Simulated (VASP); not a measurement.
Output of a VASP run:

File OSZICAR:
```
       N       E                     dE             d eps       ncg     rms          rms(c)
DAV:   1     0.419414604228E+02    0.41941E+02   -0.44994E+03  1984   0.102E+03
DAV:   2    -0.876642009896E+01   -0.50708E+02   -0.48234E+02  1936   0.200E+02
DAV:   3    -0.942251156347E+01   -0.65609E+00   -0.65336E+00  2840   0.312E+01
DAV:   4    -0.942604457592E+01   -0.35330E-02   -0.35320E-02  2400   0.160E+00
DAV:   5    -0.942606940807E+01   -0.24832E-04   -0.24832E-04  2928   0.922E-02    0.145E+01
DAV:   6    -0.890499592396E+01    0.52107E+00   -0.11719E+00  2248   0.151E+01    0.547E+00
DAV:   7    -0.881904757124E+01    0.85948E-01   -0.32088E-01  2488   0.733E+00    0.138E+00
DAV:   8    -0.881504617500E+01    0.40014E-02   -0.12356E-03  2064   0.494E-01    0.810E-01
DAV:   9    -0.881271944353E+01    0.23267E-02   -0.14231E-03  2432   0.630E-01    0.121E-02
DAV:  10    -0.881272440296E+01   -0.49594E-05   -0.47603E-06  2560   0.228E-02    0.814E-03
DAV:  11    -0.881272557870E+01   -0.11757E-05   -0.52178E-07  1896   0.686E-03    0.769E-04
DAV:  12    -0.881272552759E+01    0.51113E-07   -0.12749E-08  1080   0.153E-03
   1 F= -.88127255E+01 E0= -.88126066E+01  d E =-.881273E+01
```

File OUTCAR:
```
------------------------ aborting loop because EDIFF is reached ----------------------------------------
  FORCE on cell =-STRESS in cart. coord.  units (eV):
  Direction    XX          YY          ZZ          XY          YZ          ZX
  --------------------------------------------------------------------------------------
  Total       -0.0037133     -0.0037133     -0.0037133     -0.0000000     -0.0000000     -0.0000000
  in kB       -0.4059501     -0.4059501     -0.4059501     -0.0000000     -0.0000000     -0.0000000
  external PRESSURE =      -0.4059501 kB  Pullay stress =       0.0000000 kB
  volume of cell :       14.66
      direct lattice vectors                 reciprocal lattice vectors
     0.000000000  1.942321273  1.942321273    -0.257423943  0.257423943  0.257423943
     1.942321273  0.000000000  1.942321273     0.257423943 -0.257423943  0.257423943
     1.942321273  1.942321273  0.000000000     0.257423943  0.257423943 -0.257423943
 POSITION                                       TOTAL-FORCE (eV/Angst)
 -----------------------------------------------------------------------------------
      0.00000      0.00000      0.00000         0.000000      0.000000      0.000000
 -----------------------------------------------------------------------------------
    total drift:                               -0.000000     -0.000000     -0.000000
  FREE ENERGIE OF THE ION-ELECTRON SYSTEM (eV)
  ---------------------------------------------------
  free  energy   TOTEN  =        -8.8127255276 eV

  energy  without entropy=       -8.8123688763  energy(sigma->0) =       -8.81260664

 reached required accuracy - stopping structural energy minimisation
```
(Selected blocks of OUTCAR.)

POSCAR:
```
Ir
1
   -0.0000000000     1.9423212734     1.9423212734
    1.9423212734     0.0000000000     1.9423212734
    1.9423212734     1.9423212734    -0.0000000000
Ir
1
Direct
  0.0000000000   0.0000000000   0.0000000000
```

Q: Write an INCAR and KPOINTS that could have produced this output.

A: This is not unique; one that fits is the input of the run itself, PW91 GGA, plane waves, VASP's PBE PAW potentials (set 64).

### INCAR
```
SYSTEM = Ir
PREC = Accurate; ENCUT = 520; LREAL = .False.
LASPH = .True.
EDIFF = 1E-6; NELM = 100; ALGO = Normal
LMAXMIX = 6
ISMEAR = 1; SIGMA = 0.1
GGA = 91
IBRION = 2; NSW = 60; ISIF = 3
EDIFFG = -0.01
LWAVE = .False.; LCHARG = .False.
```

**KPOINTS**
```
Automatic mesh
0
gamma
 15 15 15
0 0 0
```

POTCAR, in this order: Ir (PBE.64 set). Program: vasp_std.

The compound is Ir in the fcc structure. It was relaxed first. The start is the result of an earlier pass.
